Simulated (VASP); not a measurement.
Input:

```xyz
63
Lattice="11.5222 0.0000 0.0000 0.0000 11.5222 0.0000 0.0000 0.0000 11.5222" Properties=species:S:1:pos:R:3 pbc="T T T"
Ga     5.8109     0.0622     0.0625
Ga     8.6023     2.8325     0.0347
Ga     8.5992     0.0337     2.8333
Ga     0.0146     0.0105     0.0123
Ga     2.9437     2.9317     0.0619
Ga     5.7145     5.7203     0.0341
Ga     8.6385     8.6498    11.5120
Ga     2.9426     0.0612     2.9311
Ga     8.5960     5.7146     2.8233
Ga     5.7134     0.0344     5.7200
Ga     8.5965     2.8233     5.7136
Ga     8.6392    11.5163     8.6465
Ga     0.0062     5.7544    11.5116
Ga     2.8919     8.6540     0.0117
Ga     0.0082     2.8837     2.8848
Ga     2.9134     5.7216     2.8326
Ga     5.7664     8.6469     2.8845
Ga     0.0055    11.5149     5.7574
Ga     2.9136     2.8332     5.7237
Ga     5.7083     5.7141     5.7125
Ga     8.6307     8.6336     5.7485
Ga     2.8927     0.0106     8.6551
Ga     5.7666     2.8840     8.6485
Ga     8.6293     5.7452     8.6383
Ga    11.5137     8.6330     2.8766
Ga    11.5207     5.7466     5.7474
Ga     2.8730     8.6463     5.7563
Ga    11.5135     2.8779     8.6341
Ga     2.8747     5.7554     8.6444
Ga     5.7579     8.6325     8.6338
Ga     0.0003     8.6412     8.6414
As     7.1110     1.5684     1.5674
As    10.0855     4.2989     1.4099
As    10.0848     1.4088     4.2987
As     1.4595     1.4464     1.4461
As     4.4477     4.2322     1.5676
As     7.1819     7.2047     1.4088
As    10.0801    10.0827     1.4307
As     4.4453     1.5672     4.2330
As    10.0574     7.1734     4.3106
As     7.1819     1.4111     7.2034
As    10.0565     4.3112     7.1745
As    10.0814     1.4304    10.0831
As     1.4391     7.1986     1.4293
As     4.3271    10.0983     1.4469
As     1.4518     4.3167     4.3183
As     4.2911     7.2030     4.2994
As     7.1990    10.0901     4.3190
As     1.4399     1.4301     7.2015
As     4.2937     4.2998     7.2029
As     7.1927     7.1735     7.1762
As    10.0765    10.0728     7.1955
As     4.3276     1.4465    10.0991
As     7.1992     4.3164    10.0927
As    10.0764     7.1951    10.0730
As     1.4408    10.0827     4.3158
As     1.4324     7.1953     7.1954
As     4.3109    10.0815     7.1999
As     1.4426     4.3151    10.0811
As     4.3105     7.1985    10.0815
As     7.1965    10.0844    10.0816
As     1.4423    10.0833    10.0837
Si     7.3074     4.4207     4.4218
```

Level of theory: PBE GGA, VASP's PBE PAW potentials (set 64) (plane waves; VASP). Settings: PREC = Normal, LREAL = Auto, ISYM = 0, 400 eV cut-off, 1×1×1 Γ-centred mesh, Gaussian smearing of 0.050 eV, potentials Ga As Si. Starting moments (MAGMOM): 63*0.0317. The cell's moment is fixed (NUPDOWN = 2).

The supercell is sampled at Γ alone, which is coarse: total energies, pressure and levels can be off, energies of defects by several tenths of an eV.

**Question.** What does the run give for the cell moment, energy per atom (σ→0)?

**Answer.** 
```
Property                        Value
---------------------  --------------
cell moment                   2.00 μB
energy per atom (σ→0)  -4024 meV/atom
```

**Question.** Give the moment on each site (PAW-sphere projection).

**Answer.** 
```tsv
site	moment (μB)
Ga1	0.00
Ga2	0.01
Ga3	0.01
Ga4	0.00
Ga5	0.00
Ga6	0.01
Ga7	0.01
Ga8	0.00
Ga9	0.01
Ga10	0.01
Ga11	0.01
Ga12	0.01
Ga13	0.01
Ga14	0.00
Ga15	0.00
Ga16	0.01
Ga17	0.00
Ga18	0.01
Ga19	0.01
Ga20	0.01
Ga21	0.01
Ga22	0.00
Ga23	0.00
Ga24	0.01
Ga25	0.01
Ga26	0.01
Ga27	0.01
Ga28	0.01
Ga29	0.01
Ga30	0.01
Ga31	0.01
As32	0.11
As33	0.02
As34	0.02
As35	0.01
As36	0.11
As37	0.02
As38	0.04
As39	0.11
As40	0.02
As41	0.02
As42	0.02
As43	0.04
As44	0.04
As45	0.01
As46	0.01
As47	0.02
As48	0.01
As49	0.04
As50	0.02
As51	0.02
As52	0.02
As53	0.01
As54	0.01
As55	0.02
As56	0.03
As57	0.02
As58	0.04
As59	0.03
As60	0.04
As61	0.03
As62	0.03
Si63	0.03
```

Only differences to runs with the same potentials and settings are physical.

The cell is a supercell with a defect, built from GaAs (zinc blende): Si_As-vac_Ga.
